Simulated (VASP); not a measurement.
# Si48H16CF4 in VASP: a series of runs

One slab, Si48H16CF4, is run at these levels: rev-vdW-DF2, LDA, PBEsol; tasks: single point.

Everything below comes from runs of VASP 6.6.1. Logs are shortened: lines on timing, memory, paths and dates and some standing lists are left out, and cuts for length are marked.

## 1. Starting point

The cell holds a slab with vacuum, 69 atoms: a = 10.862 Å, b = 10.862 Å, c = 23.428 Å, α = 90.00°, β = 90.00°, γ = 90.00°.

The cell was built by a generator and needn't be a form met in nature.

## 2. Single point, rev-vdW-DF2

Contents of INCAR:

```
SYSTEM = Si48H16CF4
PREC = Accurate
ENCUT = 400
EDIFF = 1E-7
ISMEAR = 0
SIGMA = 0.05
LREAL = Auto
LASPH = .TRUE.
NELM = 60
ALGO = Fast
ISIF = 2
LWAVE = .FALSE.
LCHARG = .FALSE.
GGA = MK
LUSE_VDW = .TRUE.
AGGAC = 0.0
PARAM1 = 0.1234
PARAM2 = 0.711357
ZAB_VDW = -1.8867
NBANDS = 160
ISYM = 0
NCORE = 4
```

Contents of KPOINTS:

```
Automatic mesh
0
G
  1 1 1
  0 0 0
```

Contents of POSCAR:

```
Si48H16CF4                              
1.0
    7.6805938572      7.6805938572      0.0000000000
   -7.6805938572      7.6805938572      0.0000000000
    0.0000000000      0.0000000000     23.4276500000
  Si              H               C               F             
    48    16     1     4
Selective dynamics
Direct
     0.6984717310184224    0.2986960486883050    0.4072519387209604   T   T   T
     0.8185202396993057    0.6801541917807482    0.4108792332640457   T   T   T
     0.0585098700148196    0.9448518706417528    0.4096041016446933   T   T   T
     0.3070506427434069    0.1921908925136740    0.4303090754255487   T   T   T
     0.9659490551164363    0.5363949842226851    0.4408331311473698   T   T   T
     0.2103656266548456    0.7909889996658934    0.4224281977350934   T   T   T
[... 32 lines left out ...]
     0.5016111449666196    0.9977538414380892    0.2021786862111134   T   T   T
     0.4968047604781258    0.5030330193247941    0.2031296716590774   T   T   T
     0.8750000000000000    0.3750000000000000    0.1455075519999980   F   F   F
     0.8750000000000000    0.8750000000000000    0.1455075519999980   F   F   F
     0.1250000000000000    0.1250000000000000    0.1455075519999980   F   F   F
     0.3750000000000000    0.3750000000000000    0.1455075519999980   F   F   F
     0.1250000000000000    0.6250000000000000    0.1455075519999980   F   F   F
     0.3750000000000000    0.8750000000000000    0.1455075519999980   F   F   F
[... 16 lines left out ...]
     0.7016281893000027    0.5483718106999973    0.1067115139999970   F   F   F
     0.5483718106999973    0.7016281893000027    0.1067115139999970   F   F   F
     0.2413491985373229    0.7566646371942300    0.5031586506962774   T   T   T
     0.3261833134564979    0.6627777834804880    0.5082911991447997   T   T   T
     0.2883841624507680    0.8554352381634285    0.5322344715985694   T   T   T
     0.1384373587773225    0.7196807783421586    0.5325236030739826   T   T   T
     0.2550220122564380    0.2376165461832742    0.4926240258946702   T   T   T
```

Potentials or basis: VASP PAW PBE potentials, release 64 (Si, H, C, F).

Started as:

```sh
cat potpaw_PBE.64/Si/POTCAR potpaw_PBE.64/H/POTCAR potpaw_PBE.64/C/POTCAR potpaw_PBE.64/F/POTCAR > POTCAR
mpirun -np 8 vasp_gam > vasp.out
```

OUTCAR:

```text
SYSTEM = Si48H16CF4
   PREC = Accurate
   ENCUT = 400
   EDIFF = 1E-7
   ISMEAR = 0
   LREAL = Auto
   LASPH = .TRUE.
   NELM = 60
   ISIF = 2
   GGA = MK
   ISYM = 0

 ion  position               nearest neighbor table
   1  0.698  0.299  0.407-   8 2.28  15 2.31   9 2.32  20 3.11  24 3.15
   2  0.819  0.680  0.411-  16 2.33  10 2.34   5 2.34  24 3.11
   3  0.059  0.945  0.410-  10 2.28  11 2.29   6 2.37  19 3.13
   4  0.307  0.192  0.430-  69 1.64  12 2.37  11 2.38   7 2.44
   5  0.966  0.536  0.441-   2 2.34   9 2.38  13 2.38
   6  0.210  0.791  0.422-  65 1.96  13 2.35  14 2.35   3 2.37
   7  0.463  0.033  0.445-  15 2.37  14 2.38   4 2.44
   8  0.551  0.446  0.418-   1 2.28  16 2.30  12 2.31
   9  0.880  0.390  0.377-   1 2.32  24 2.36  17 2.36   5 2.38
  10  0.876  0.872  0.375-   3 2.28   2 2.34  23 2.35  18 2.41
  11  0.136  0.126  0.375-   3 2.29  17 2.35  19 2.37   4 2.38
  12  0.375  0.365  0.377-   8 2.31  20 2.35  21 2.36   4 2.37
  13  0.112  0.625  0.377-  18 2.34   6 2.35  21 2.36   5 2.38
  14  0.377  0.892  0.378-  19 2.34   6 2.35  22 2.36   7 2.38
  15  0.605  0.118  0.379-   1 2.31  23 2.36  20 2.37   7 2.37
  16  0.626  0.621  0.376-   8 2.30   2 2.33  22 2.36  24 2.39
  17  0.001  0.252  0.323-  11 2.35   9 2.36  29 2.36  25 2.37
  18  0.005  0.749  0.313-  27 2.32  26 2.33  13 2.34  10 2.41
  19  0.252  0.998  0.314-  27 2.32  28 2.33  14 2.34  11 2.37   3 3.13
  20  0.499  0.250  0.315-  32 2.33  28 2.34  12 2.35  15 2.37   1 3.11
  21  0.248  0.499  0.324-  13 2.36  12 2.36  29 2.37  30 2.38
  22  0.498  0.755  0.324-  16 2.36  14 2.36  31 2.37  30 2.38
  23  0.745  0.002  0.322-  10 2.35  31 2.36  15 2.36  25 2.37
  24  0.751  0.499  0.313-  32 2.33  26 2.34   9 2.36  16 2.39   2 3.11   1 3.15
  25  0.873  0.127  0.264-  23 2.37  17 2.37  33 2.38  35 2.38
  26  0.876  0.626  0.257-  18 2.33  34 2.33  37 2.34  24 2.34
  27  0.125  0.877  0.257-  18 2.32  19 2.32  35 2.33  38 2.33
  28  0.375  0.125  0.257-  19 2.33  36 2.33  39 2.34  20 2.34
  29  0.126  0.375  0.263-  17 2.36  36 2.37  21 2.37  37 2.37
  30  0.374  0.626  0.265-  22 2.38  38 2.38  40 2.38  21 2.38
[... 16 lines left out ...]
  47  0.625  0.125  0.146-  61 1.49  62 1.49  39 2.34  33 2.34
  48  0.625  0.625  0.146-  63 1.49  64 1.49  34 2.34  40 2.35
  49  0.952  0.298  0.107-  41 1.49
  50  0.798  0.452  0.107-  41 1.49
  51  0.952  0.798  0.107-  42 1.49
  52  0.798  0.952  0.107-  42 1.49
  53  0.202  0.048  0.107-  43 1.49
  54  0.048  0.202  0.107-  43 1.49
[... 8 lines left out ...]
  63  0.702  0.548  0.107-  48 1.49
  64  0.548  0.702  0.107-  48 1.49
  65  0.241  0.757  0.503-  67 1.37  68 1.37  66 1.38   6 1.96
  66  0.326  0.663  0.508-  65 1.38
  67  0.288  0.855  0.532-  65 1.37
  68  0.138  0.720  0.533-  65 1.37
  69  0.255  0.238  0.493-   4 1.64

IMPORTANT INFORMATION: All symmetrisations will be switched off!
NOSYMM: (Re-)initialisation of all symmetry stuff for point group C_1.

----------------------------------------------------------------------------------------

                                     Primitive cell

  volume of cell :    2764.0655

  direct lattice vectors                    reciprocal lattice vectors
     7.680593857  7.680593857  0.000000000     0.065099133  0.065099133  0.000000000
    -7.680593857  7.680593857  0.000000000    -0.065099133  0.065099133  0.000000000
     0.000000000  0.000000000 23.427650000     0.000000000  0.000000000  0.042684606

  length of vectors
    10.862000000 10.862000000 23.427650000     0.092064077  0.092064077  0.042684606

  position of ions in fractional coordinates (direct lattice)
     0.698471731  0.298696049  0.407251939
     0.818520240  0.680154192  0.410879233
     0.058509870  0.944851871  0.409604102
     0.307050643  0.192190893  0.430309075
     0.965949055  0.536394984  0.440833131
     0.210365627  0.790989000  0.422428198
[... 61 lines left out ...]
     0.138437359  0.719680778  0.532523603
     0.255022012  0.237616546  0.492624026

  ion indices of the primitive-cell ions
   primitive index   ion index
                 1           1
                 2           2
                 3           3
                 4           4
                 5           5
                 6           6
[... 61 lines left out ...]
                68          68
                69          69

----------------------------------------------------------------------------------------

 KPOINTS: Automatic mesh

Automatic generation of k-mesh.
 Grid dimensions read from file:
 generate k-points for:    1    1    1

 Generating k-lattice:

  Cartesian coordinates                     Fractional coordinates (reciprocal lattice)
     0.065099133  0.065099133  0.000000000     1.000000000  0.000000000  0.000000000
    -0.065099133  0.065099133  0.000000000     0.000000000  1.000000000  0.000000000
     0.000000000  0.000000000  0.042684606     0.000000000  0.000000000  1.000000000

  Length of vectors
     0.092064077  0.092064077  0.042684606

  Shift w.r.t. Gamma in fractional coordinates (k-lattice)
     0.000000000  0.000000000  0.000000000

 Subroutine IBZKPT returns following result:
 ===========================================

 Found      1 irreducible k-points:

 Following reciprocal coordinates:
            Coordinates               Weight
  0.000000  0.000000  0.000000      1.000000
   k-points           NKPTS =      1   k-points in BZ     NKDIM =      1   number of bands    NBANDS=    160
   number of dos      NEDOS =    301   number of ions     NIONS =     69
   total plane-waves  NPLWV = 829440
   dimension x,y,z NGX =    72 NGY =   72 NGZ =  160
   dimension x,y,z NGXF=   144 NGYF=  144 NGZF=  320
   ions per type =              48  16   1   4
   NGX,Y,Z   is equivalent  to a cutoff of  11.02, 11.02, 11.35 a.u.
   NGXF,Y,Z  is equivalent  to a cutoff of  22.04, 22.04, 22.71 a.u.
 SYSTEM =  Si48H16CF4
   PREC   = accura    normal or accurate (medium, high low for compatibility)
   ISTART =      0    job   : 0-new  1-cont  2-samecut
   ICHARG =      2    charge: 1-file 2-atom 10-const
   ISPIN  =      1    spin polarized calculation?
   LNONCOLLINEAR =      F non collinear calculations
   LSORBIT =      F    spin-orbit coupling
   LASPH  =      T    aspherical Exc in radial PAW
   ENCUT  =  400.0 eV  29.40 Ry    5.42 a.u.  17.71 17.71 38.20*2*pi/ulx,y,z
   NELM   =     60;   NELMIN=  2; NELMDL= -5     # of ELM steps
   EDIFF  = 0.1E-06   stopping-criterion for ELM
   LREAL  =      T    real-space projection
   EDIFFG = 0.1E-05   stopping-criterion for IOM
   NSW    =      0    number of steps for IOM
   IBRION =     -1    ionic relax: 0-MD 1-quasi-New 2-CG
   NFREE  =      0    steps in history (QN), initial steepest desc. (CG)
   ISIF   =      2    stress and relaxation
   ISYM   =      0    0-nonsym 1-usesym 2-fastsym
   POTIM  = 0.5000    time-step for ionic-motion
   TEBEG  =    0.0;   TEEND  =   0.0 temperature during run
   PSTRESS=    0.0 pullay stress
   NELECT =     240.0000    total number of electrons
   NUPDOWN=      -1.0000    fix difference up-down
   EMIN   =  10.00;   EMAX   =-10.00  energy-range for DOS
   EFERMI =   0.00;   METHOD = LEGACY
   ISMEAR =     0;   SIGMA  =   0.05  broadening in eV -4-tet -1-fermi 0-gaus
   EFERMI_NEDOS =   21; number of points for ismear=-14 and -15
   IALGO  =     68    algorithm
   IMIX   =      4    mixing-type and parameters
     AMIX     =   0.40;   BMIX     =  1.00
     AMIX_MAG =   1.60;   BMIX_MAG =  1.00
  volume/ion in A,a.u.               =      40.06       270.33
  Fermi-wavevector in a.u.,A,eV,Ry     =   0.724930  1.369918  7.150173  0.525523
  Thomas-Fermi vector in A             =   1.815523
   LORBIT       =      0    0 simple, 1 ext, 2 COOP (PROOUT), +10 PAW based schemes
   GGA     = MK    functional components
   LHFCALC =     F    Hartree Fock is set to
   AEXX    =    0.0000 exact exchange contribution
   IVDW_NL    =     1    kernel type
   BPARAM     = 6.3000
   IVDW    =     0    specifies the selected vdW correction
   LEPSILON=     F    determine dielectric tensor
   LRPA    =     F    only Hartree local field effects (RPA)
 non-spin polarized calculation
 RMM-DIIS sequential band-by-band and
 Gauss-broadening in eV      SIGMA  =   0.05
  energy-cutoff  :      400.00
  volume of cell :     2764.07
 maximum number of plane-waves:     25105
 NGX is ok and might be reduce to    70
   NGX = 35   NGY = 35   NGZ = 77

 number of electron     239.9999986 magnetization

 Free energy of the ion-electron system (eV)
  ---------------------------------------------------
  ext. energy  EPLUGINS =         0.00000000
  ---------------------------------------------------
  free energy    TOTEN  =      -268.08136421 eV

  energy without entropy =     -268.08136421  energy(sigma->0) =     -268.08136421

 E-fermi :  -1.0131     XC(G=0):  -4.5196

 val. band max:       -1.2343938209   @ k =   0.0000   0.0000   0.0000
 cond. band min:      -0.7908060045   @ k =   0.0000   0.0000   0.0000
 fundamental gap:      0.4435878163
 Fermi energy:        -1.0130624539

 k-point     1 :       0.0000    0.0000    0.0000
  band No.  band energies     occupation
      1     -28.7950      2.00000
      2     -26.6554      2.00000
      3     -26.6440      2.00000
      4     -25.4274      2.00000
      5     -13.5789      2.00000
      6     -12.8824      2.00000
[... 124 lines left out ...]
    131       0.7941      0.00000
    132       0.8387      0.00000
 [bands above 132 left out]

------------------------ aborting loop because EDIFF is reached ----------------------------------------

  FORCE on cell =-STRESS in cart. coord.  units (eV):
  Direction    XX          YY          ZZ          XY          YZ          ZX
  --------------------------------------------------------------------------------------
  -------------------------------------------------------------------------------------
  Total       20.9393894     12.0683530     -0.8524533     -0.1075778     -0.1535385      0.3149926
  in kB       12.1374169      6.9953631     -0.4941205     -0.0623570     -0.0889979      0.1825839
  external PRESSURE =       6.2128865 kB  Pullay stress =       0.0000000 kB

 VOLUME and BASIS-vectors are now :
 -----------------------------------------------------------------------------
  energy-cutoff  :      400.00
  volume of cell :     2764.07
      direct lattice vectors                 reciprocal lattice vectors
     7.680593857  7.680593857  0.000000000     0.065099133  0.065099133  0.000000000
    -7.680593857  7.680593857  0.000000000    -0.065099133  0.065099133  0.000000000
     0.000000000  0.000000000 23.427650000     0.000000000  0.000000000  0.042684606

 POSITION                                       TOTAL-FORCE (eV/Angst)
 -----------------------------------------------------------------------------------
      3.07051      7.65884      9.54096        -0.037492     -0.008820     -0.008406
      1.06273     11.51071      9.62593         0.079432     -0.006319     -0.036722
     -6.80763      7.70641      9.59606         0.027202      0.010103      0.029893
      0.88219      3.83447     10.08113        -0.022683     -0.007348      0.065999
      3.29923     11.53889     10.32768        -0.002039     -0.011666      0.091915
     -4.45953      7.69100      9.89650        -0.003216      0.000333      0.084002
[... 61 lines left out ...]
     -4.46429      6.59086     12.47578         0.026473      0.024864     -0.011053
      0.13368      3.78376     11.54102         0.005737     -0.000281     -0.000988
 -----------------------------------------------------------------------------------
    total drift:                               -0.004162     -0.001990     -0.022578

  FREE ENERGIE OF THE ION-ELECTRON SYSTEM (eV)
  ---------------------------------------------------
  free  energy   TOTEN  =      -268.0813642080 eV

  energy  without entropy=     -268.0813642078  energy(sigma->0) =     -268.08136421

Total vdW correction in eV:     41.3749674
```

Run time: 3.8 min. Hardware: 8 MPI ranks of AMD EPYC 9R45 (Zen 5), shared host; peak memory 0.86 GiB.

Results:

```yaml
Free_energy: -268.0814 eV
Largest_force: 0.361 eV/Å
Band_gap_on_the_k_mesh: 0.44 eV, direct
```

Forces on the atoms (eV/Å):
```
Si  -0.037 -0.009 -0.008
Si   0.079 -0.006 -0.037
Si   0.027  0.010  0.030
Si  -0.023 -0.007  0.066
Si  -0.002 -0.012  0.092
Si  -0.003  0.000  0.084
Si   0.050 -0.003  0.147
Si   0.017 -0.002  0.091
Si  -0.013 -0.033  0.060
Si   0.011 -0.027  0.073
Si  -0.022 -0.017  0.063
Si  -0.021  0.010  0.065
Si   0.008  0.000  0.057
Si   0.036 -0.010  0.040
Si   0.010  0.038  0.040
Si  -0.007  0.039  0.072
Si  -0.003  0.000  0.005
Si  -0.044 -0.021  0.062
Si  -0.018 -0.016  0.019
Si   0.033  0.025  0.032
Si   0.013  0.002  0.002
Si   0.003 -0.003  0.000
Si  -0.010 -0.001  0.014
Si  -0.003  0.024  0.084
Si   0.002 -0.010 -0.010
Si  -0.001 -0.003 -0.023
Si  -0.009  0.004 -0.011
Si  -0.003  0.012 -0.025
Si   0.003  0.011 -0.019
Si   0.004 -0.001 -0.005
Si  -0.002  0.004 -0.020
Si  -0.005 -0.005 -0.016
Si   0.005  0.001 -0.013
Si   0.008  0.002 -0.028
Si  -0.003  0.003 -0.020
Si   0.005 -0.003 -0.023
Si   0.011 -0.002 -0.024
Si   0.004 -0.001 -0.020
Si   0.001  0.001 -0.023
Si  -0.010 -0.004 -0.020
Si   0.204 -0.012 -0.122
Si  -0.282  0.017 -0.145
Si  -0.293  0.011 -0.135
Si  -0.273  0.036 -0.140
Si   0.266  0.047 -0.205
Si   0.284 -0.039 -0.219
Si   0.227 -0.002 -0.144
Si  -0.248 -0.048 -0.116
H   -0.318 -0.023 -0.004
H    0.307  0.007  0.052
H   -0.298  0.028  0.074
H    0.316  0.000 -0.012
H   -0.300 -0.033  0.072
H    0.324  0.006 -0.017
H   -0.300  0.033  0.065
H    0.345 -0.017 -0.013
H   -0.344  0.026 -0.017
H    0.308  0.005  0.054
H   -0.340 -0.024 -0.025
H    0.308 -0.006  0.054
H   -0.315  0.022 -0.014
H    0.306 -0.008  0.054
H   -0.299 -0.029  0.068
H    0.332  0.019 -0.003
C   -0.048 -0.015 -0.060
F   -0.012  0.006  0.035
F    0.018 -0.020  0.023
F    0.026  0.025 -0.011
F    0.006  0.000 -0.001
```

Caveat: the cutoff is under 1.25 times the usual one of these potentials, so pressure, stress and relaxed cells hold a basis-set (Pulay) error; the PAW data sets were made with another functional, which shifts forces and pressure a little.

(Part 1 of 2 ends here.)
